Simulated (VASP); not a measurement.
# TiRhC (P4/mmm) in VASP: reference runs

Reference runs on TiRhC: the cell as given and a disturbed copy.

All numbers are computed with VASP 6.6.1; they aren't measurements. Logs are shortened: lines on timing, memory, paths and dates and some standing lists are left out, and cuts for length are marked.

## Step 1: The structure

The structure is tetragonal, space group P4/mmm (No. 123). Conventional cell: a = 3.500 Å, b = 3.500 Å, c = 4.071 Å, α = 90.00°, β = 90.00°, γ = 90.00°. Ti (site symmetry 4/mmm) is surrounded by 2 C at 2.04 Å. Rh (site symmetry 4/mmm) has 4 Ti at 2.47 Å as nearest neighbours. C (site symmetry 4/mmm) has 2 Ti at 2.04 Å as nearest neighbours.

The cell was built by a generator and needn't be a form met in nature.

## Step 2: Single point, PBE

INCAR reads:

```
SYSTEM = TiRhC
PREC = Accurate
ENCUT = 520
EDIFF = 1E-7
ISMEAR = -1
SIGMA = 0.05
LREAL = .False.
LASPH = .True.
NELM = 80
ALGO = Normal
ISIF = 2
LWAVE = .False.
LCHARG = .False.
GGA = PE
NBANDS = 22
```

KPOINTS reads:

```
Automatic mesh
0
Gamma
  8 8 7
  0 0 0
```

POSCAR reads:

```
TiRhC
1.0
    3.4998000000      0.0000000000      0.0000000000
    0.0000000000      3.4998000000      0.0000000000
    0.0000000000      0.0000000000      4.0714300000
Ti Rh C
1 1 1
Direct
    0.5000000000      0.5000000000      0.0000000000
    0.0000000000      0.0000000000      0.0000000000
    0.5000000000      0.5000000000      0.5000000000
```

Potentials or basis: VASP PAW PBE potentials, release 64 (Ti_sv, Rh_pv, C).

Command:

```
cat potpaw_PBE.64/Ti_sv/POTCAR potpaw_PBE.64/Rh_pv/POTCAR potpaw_PBE.64/C/POTCAR > POTCAR
mpirun -np 1 vasp_std > vasp.out
```

OUTCAR:

```text
SYSTEM = TiRhC
   PREC = Accurate
   ENCUT = 520
   EDIFF = 1E-7
   ISMEAR = -1
   LREAL = .False.
   LASPH = .True.
   NELM = 80
   ISIF = 2
   GGA = PE

 ion  position               nearest neighbor table
   1  0.500  0.500  0.000-   3 2.04   3 2.04   2 2.47   2 2.47   2 2.47   2 2.47
   2  0.000  0.000  0.000-   1 2.47   1 2.47   1 2.47   1 2.47
   3  0.500  0.500  0.500-   1 2.04   1 2.04

  LATTYP: Found a simple tetragonal cell.
 ALAT       =     3.4998000000
 C/A-ratio  =     1.1633321904

  Lattice vectors:

 A1 = (   3.4998000000,   0.0000000000,   0.0000000000)
 A2 = (   0.0000000000,   3.4998000000,   0.0000000000)
 A3 = (   0.0000000000,   0.0000000000,   4.0714300000)

Analysis of symmetry for initial positions (statically):
=====================================================================
 Subroutine PRICEL returns:
 Original cell was already a primitive cell.

 Routine SETGRP: Setting up the symmetry group for a
 simple tetragonal supercell.

 Subroutine GETGRP returns: Found 16 space group operations
 (whereof 16 operations were pure point group operations)
 out of a pool of 16 trial point group operations.

The static configuration has the point symmetry D_4h.

Analysis of symmetry for dynamics (positions and initial velocities):
=====================================================================
 Subroutine PRICEL returns:
 Original cell was already a primitive cell.

 Routine SETGRP: Setting up the symmetry group for a
 simple tetragonal supercell.

 Subroutine GETGRP returns: Found 16 space group operations
 (whereof 16 operations were pure point group operations)
 out of a pool of 16 trial point group operations.

The dynamic configuration has the point symmetry D_4h.

 Subroutine INISYM returns: Found 16 space group operations
 (whereof 16 operations are pure point group operations),
 and found     1 'primitive' translations

----------------------------------------------------------------------------------------

                                     Primitive cell

  volume of cell :      49.8693

  direct lattice vectors                    reciprocal lattice vectors
     3.499800000  0.000000000  0.000000000     0.285730613  0.000000000  0.000000000
     0.000000000  3.499800000  0.000000000     0.000000000  0.285730613  0.000000000
     0.000000000  0.000000000  4.071430000     0.000000000  0.000000000  0.245613949

  length of vectors
     3.499800000  3.499800000  4.071430000     0.285730613  0.285730613  0.245613949

[... 81 lines left out ...]
   NELM   =     80;   NELMIN=  2; NELMDL= -5     # of ELM steps
   EDIFF  = 0.1E-06   stopping-criterion for ELM
   LREAL  =      F    real-space projection
   EDIFFG = 0.1E-05   stopping-criterion for IOM
   NSW    =      0    number of steps for IOM
   IBRION =     -1    ionic relax: 0-MD 1-quasi-New 2-CG
   NFREE  =      0    steps in history (QN), initial steepest desc. (CG)
   ISIF   =      2    stress and relaxation
   ISYM   =      2    0-nonsym 1-usesym 2-fastsym
   POTIM  = 0.5000    time-step for ionic-motion
   TEBEG  =    0.0;   TEEND  =   0.0 temperature during run
   PSTRESS=    0.0 pullay stress
   NELECT =      31.0000    total number of electrons
   NUPDOWN=      -1.0000    fix difference up-down
   EMIN   =  10.00;   EMAX   =-10.00  energy-range for DOS
   EFERMI =   0.00;   METHOD = LEGACY
   ISMEAR =    -1;   SIGMA  =   0.05  broadening in eV -4-tet -1-fermi 0-gaus
   EFERMI_NEDOS =   21; number of points for ismear=-14 and -15
   IALGO  =     38    algorithm
   IMIX   =      4    mixing-type and parameters
     AMIX     =   0.40;   BMIX     =  1.00
     AMIX_MAG =   1.60;   BMIX_MAG =  1.00
  volume/ion in A,a.u.               =      16.62       112.18
  Fermi-wavevector in a.u.,A,eV,Ry     =   1.397175  2.640279 26.559919  1.952099
  Thomas-Fermi vector in A             =   2.520457
   LORBIT       =      0    0 simple, 1 ext, 2 COOP (PROOUT), +10 PAW based schemes
   GGA     = PE    functional components
   LHFCALC =     F    Hartree Fock is set to
   AEXX    =    0.0000 exact exchange contribution
   IVDW    =     0    specifies the selected vdW correction
   LEPSILON=     F    determine dielectric tensor
   LRPA    =     F    only Hartree local field effects (RPA)
 non-spin polarized calculation
  energy-cutoff  :      520.00
  volume of cell :       49.87
 maximum number of plane-waves:      1367
 NGX is ok and might be reduce to    28
   NGX = 13   NGY = 13   NGZ = 15

 number of electron      31.0000001 magnetization

 Free energy of the ion-electron system (eV)
  ---------------------------------------------------
  ext. energy  EPLUGINS =         0.00000000
  ---------------------------------------------------
  free energy    TOTEN  =       -19.88515724 eV

  energy without entropy =      -19.85278881  energy(sigma->0) =      -19.86897302

 E-fermi :   5.6469     XC(G=0): -10.9159

 val. band max:        5.6449640770   @ k =   0.5000   0.3750   0.4286
 cond. band min:       5.6510192870   @ k =   0.3750   0.1250   0.0000
 fundamental gap:      0.0060552100
 Fermi energy:         5.6469050904

 k-point     1 :       0.0000    0.0000    0.0000
  band No.  band energies     occupation
      1     -51.1356      2.00000
      2     -40.5339      2.00000
      3     -40.5339      2.00000
      4     -40.2259      2.00000
      5     -27.4872      2.00000
      6     -27.4872      2.00000
[... 589 lines left out ...]
     21       8.5322      0.00000
     22       9.6895      0.00000

 [... further k-points ...]

------------------------ aborting loop because EDIFF is reached ----------------------------------------

  FORCE on cell =-STRESS in cart. coord.  units (eV):
  Direction    XX          YY          ZZ          XY          YZ          ZX
  --------------------------------------------------------------------------------------
  -------------------------------------------------------------------------------------
  Total        0.0269228      0.0269228      0.2788274      0.0000000      0.0000000      0.0000000
  in kB        0.8649615      0.8649615      8.9580323      0.0000000      0.0000000      0.0000000
  external PRESSURE =       3.5626518 kB  Pullay stress =       0.0000000 kB

 VOLUME and BASIS-vectors are now :
 -----------------------------------------------------------------------------
  energy-cutoff  :      520.00
  volume of cell :       49.87
      direct lattice vectors                 reciprocal lattice vectors
     3.499800000  0.000000000  0.000000000     0.285730613  0.000000000  0.000000000
     0.000000000  3.499800000  0.000000000     0.000000000  0.285730613  0.000000000
     0.000000000  0.000000000  4.071430000     0.000000000  0.000000000  0.245613949

 POSITION                                       TOTAL-FORCE (eV/Angst)
 -----------------------------------------------------------------------------------
      1.74990      1.74990      0.00000         0.000000      0.000000      0.000000
      0.00000      0.00000      0.00000         0.000000      0.000000      0.000000
      1.74990      1.74990      2.03572         0.000000      0.000000      0.000000
 -----------------------------------------------------------------------------------
    total drift:                                0.000000      0.000000     -0.000000

  FREE ENERGIE OF THE ION-ELECTRON SYSTEM (eV)
  ---------------------------------------------------
  free  energy   TOTEN  =       -19.8851572370 eV

  energy  without entropy=      -19.8527888103  energy(sigma->0) =      -19.86897302
```

OSZICAR:

```text
N       E                     dE             d eps       ncg     rms          rms(c)
DAV:   1     0.345966674538E+03    0.34597E+03   -0.16921E+04  2664   0.153E+03
DAV:   2     0.445555627860E+01   -0.34151E+03   -0.32767E+03  2790   0.466E+02
DAV:   3    -0.219779099990E+02   -0.26433E+02   -0.24880E+02  4544   0.114E+02
DAV:   4    -0.230797613934E+02   -0.11019E+01   -0.10947E+01  3002   0.200E+01
DAV:   5    -0.231298261667E+02   -0.50065E-01   -0.50057E-01  3916   0.344E+00    0.156E+01
DAV:   6    -0.224788437206E+02    0.65098E+00   -0.30553E+01  3518   0.414E+01    0.107E+01
DAV:   7    -0.199509837309E+02    0.25279E+01   -0.73763E+00  3320   0.191E+01    0.479E+00
DAV:   8    -0.199553344742E+02   -0.43507E-02   -0.80848E-01  3024   0.728E+00    0.324E+00
DAV:   9    -0.198851962503E+02    0.70138E-01   -0.36058E-01  2800   0.507E+00    0.128E+00
DAV:  10    -0.198903256223E+02   -0.51294E-02   -0.54980E-02  3382   0.249E+00    0.769E-01
DAV:  11    -0.198850153925E+02    0.53102E-02   -0.28120E-02  3142   0.174E+00    0.153E-01
DAV:  12    -0.198851454153E+02   -0.13002E-03   -0.12763E-03  3288   0.373E-01    0.100E-01
DAV:  13    -0.198851560795E+02   -0.10664E-04   -0.36267E-04  3384   0.172E-01    0.161E-02
DAV:  14    -0.198851595113E+02   -0.34318E-05   -0.29246E-05  3728   0.412E-02    0.115E-02
DAV:  15    -0.198851578552E+02    0.16560E-05   -0.33603E-06  3264   0.159E-02    0.302E-03
DAV:  16    -0.198851572620E+02    0.59326E-06   -0.44410E-07  2912   0.619E-03    0.131E-03
DAV:  17    -0.198851572370E+02    0.24922E-07   -0.41115E-08  1504   0.164E-03
   1 F= -.19885157E+02 E0= -.19868973E+02  d E =-.323684E-01
```

stdout:

```text
POSCAR found type information on POSCAR TiRhC
 POSCAR found :  3 types and       3 ions
 scaLAPACK will be used
 LDA part: xc-table for (Slater+PW92), standard interpolation
 POSCAR, INCAR and KPOINTS ok, starting setup
 FFT: planning ... GRIDC
 FFT: planning ... GRID_SOFT
 FFT: planning ... GRID
 WAVECAR not read
 entering main loop
```

It took 64 s on 1 thread of Intel Xeon Platinum 8259CL at 2.50GHz (Skylake/Cascade Lake), shared host; peak memory 0.21 GiB.

Results:

| Quantity | Value |
| --- | --- |
| Free energy | -19.8852 eV |
| Pressure | 0.4 GPa |
| Band gap on the k mesh | none (metal or under the smearing width) |

Stress tensor (GPa, compression positive):
```
0.09 0.00 0.00
0.00 0.09 0.00
0.00 0.00 0.90
```

## Step 3: Single point, PBE (atoms moved at random, drawn with an rms of 0.05 Å)

INCAR reads:

```
SYSTEM = TiRhC
PREC     = Accurate       ! precision mode
ENCUT    = 520            ! plane-wave cutoff, eV
EDIFF    = 1E-7           ! SCF threshold, eV
ISMEAR   = -1             ! smearing method
SIGMA    = 0.05           ! smearing width, eV
LREAL    = .False.        ! projectors in reciprocal space
LASPH    = .True.         ! aspherical terms in the spheres
NELM     = 80             ! most SCF steps
ALGO     = Normal         ! electronic algorithm
ISIF     = 2              ! what is computed and relaxed
LWAVE    = .False.        ! write WAVECAR
LCHARG   = .True.         ! write CHGCAR
GGA      = PE             ! functional
LELF     = .True.         ! ELF
LVHAR    = .True.       
NBANDS   = 22             ! bands
```

KPOINTS is that of step 2.

POSCAR reads:

```
TiRhC
1.0
    3.4998000000      0.0000000000      0.0000000000
    0.0000000000      3.4998000000      0.0000000000
    0.0000000000      0.0000000000      4.0714300000
Ti Rh C
1 1 1
Direct
    0.4892080000      0.4899730000      0.0098690000
   -0.0053710000     -0.0042500000      0.0033420000
    0.5130210000      0.4987980000      0.4931480000
```

Potentials or basis: VASP PAW PBE potentials, release 64 (Ti_sv, Rh_pv, C).

Command:

```
cat potpaw_PBE.64/Ti_sv/POTCAR potpaw_PBE.64/Rh_pv/POTCAR potpaw_PBE.64/C/POTCAR > POTCAR
mpirun -np 1 vasp_std > vasp.out
```

Wall time 3.8 min (1 thread of Intel Xeon Platinum 8259CL at 2.50GHz (Skylake/Cascade Lake), shared host); peak memory 0.37 GiB.

Results (log left out):

```yaml
Free_energy: -19.8692 eV
Pressure: 0.6 GPa
Largest_force: 1.211 eV/Å
Band_gap_on_the_k_mesh: none (metal or under the smearing width)
```

Forces on the atoms (eV/Å):
```
Ti  -0.399 -0.101 -1.085
Rh  -0.093 -0.076 -0.007
C    0.492  0.177  1.092
```

Stress tensor (GPa, compression positive):
```
0.21 0.04 0.40
0.04 0.21 0.14
0.40 0.14 1.28
```

Levels at points of the mesh, in eV from the Fermi level:
```tsv
k point	band 12	band 13	band 14	band 15	band 16	band 17	band 18	band 19
(0.00, 0.00, 0.00)	-1.84	-1.82	-1.01	-0.54	0.64	0.64	2.35	2.37
(0.50, 0.00, 0.00)	-2.27	-1.37	-1.01	-0.86	0.28	0.68	1.07	1.21
(0.00, 0.50, 0.00)	-2.27	-1.37	-1.01	-0.86	0.43	0.70	0.80	1.22
(0.50, 0.50, 0.00)	-2.47	-1.64	-1.63	-1.17	-0.81	0.37	2.12	2.43
```
